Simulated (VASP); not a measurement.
Given:

```
CELL_PARAMETERS angstrom
      3.69832     0.00000     0.00000
      0.00000     3.69832     0.00000
      0.00000     0.00000     8.86028
ATOMIC_POSITIONS crystal
  Zr 0.00000 0.50000 0.26436
  Zr 0.50000 0.00000 0.73564
  Si 0.50000 0.50000 0.50000
  Si 0.00000 0.00000 0.50000
  Te 0.50000 0.00000 0.12921
  Te 0.00000 0.50000 0.87079
```

The numbers are results of LDA (Ceperley-Alder, Perdew-Zunger), VASP's LDA PAW potentials (set 64) (plane waves; VASP 6.6.1), not measurements. Settings: 400 eV cut-off, Gaussian smearing of 0.050 eV, potentials Zr_sv Si Te.

Problem. Give the energies of bands 12 to 25 at the high-symmetry points, in eV from the Fermi level.

Solution. 
| band | Γ | X | M | Z | R | A |
|---|---|---|---|---|---|---|
| 12 | -5.23 | -8.64 | -7.04 | -6.04 | -8.71 | -7.03 |
| 13 | -4.21 | -5.96 | -5.64 | -3.30 | -5.63 | -5.68 |
| 14 | -3.33 | -5.96 | -5.64 | -2.61 | -5.63 | -5.68 |
| 15 | -2.90 | -2.49 | -5.27 | -2.61 | -3.43 | -5.50 |
| 16 | -2.90 | -2.49 | -5.27 | -2.57 | -3.43 | -5.50 |
| 17 | -2.10 | -2.45 | -3.75 | -2.57 | -2.48 | -3.71 |
| 18 | -2.06 | -2.45 | -3.75 | -2.24 | -2.48 | -3.71 |
| 19 | -2.06 | -1.93 | -3.49 | -2.18 | -1.25 | -2.90 |
| 20 | -1.08 | -1.93 | -3.49 | -2.00 | -1.25 | -2.90 |
| 21 | -1.08 | -0.63 | -1.80 | -0.75 | -0.46 | -1.81 |
| 22 | -0.74 | -0.63 | -1.80 | -0.75 | -0.46 | -1.81 |
| 23 | 0.51 | 0.38 | 2.63 | 0.57 | 0.52 | 1.00 |
| 24 | 0.77 | 0.38 | 2.63 | 1.03 | 0.52 | 1.00 |
| 25 | 1.52 | 2.58 | 3.05 | 1.45 | 2.05 | 3.04 |

It has no gap at this level: it comes out as a metal or semimetal.

The structure comes from a computed database's ZrSiTe entry (P4/nmm); how it stands against other phases isn't given here. It was relaxed first, which changed the volume by -12 %.
